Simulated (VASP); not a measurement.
```
CELL_PARAMETERS angstrom
      0.00098     6.50898     6.50738
      6.50898     0.00098     6.50738
      3.25498     3.25498     0.00000
ATOMIC_POSITIONS crystal
  Hg 0.00001 0.00001 0.99998
  Hg 0.00004 0.49996 0.00001
  Hg 0.49996 0.00004 0.00001
  Te 0.12498 0.12498 0.25004
  Te 0.12536 0.62492 0.24972
  Te 0.62492 0.12536 0.24972
  Te 0.62467 0.62467 0.25066
  Cd 0.50007 0.50007 0.99986
```

The numbers are results of PBEsol GGA, VASP's PBE PAW potentials (set 64) (plane waves; VASP), not measurements. Numerical set-up: 400 eV cut-off, Gaussian smearing of 0.050 eV, potentials Hg Te Cd.

Unless said otherwise, spin-orbit coupling is left out, though it shifts the bands of the heavy elements here.

Task: What does the run give for the band gap (along the path) with the smallest direct gap where there is one?

Result: 
```
Property                                                     Result
-------------------------  ----------------------------------------
band gap (along the path)  none (metal, semimetal or under 0.01 eV)
```

Total energies compare only between runs with the same potentials, cut-off and functional.

The structure was generated: CdHg3Te4 was put into an ordered model structure (Amm2), which need not be its known phase. It was relaxed first.
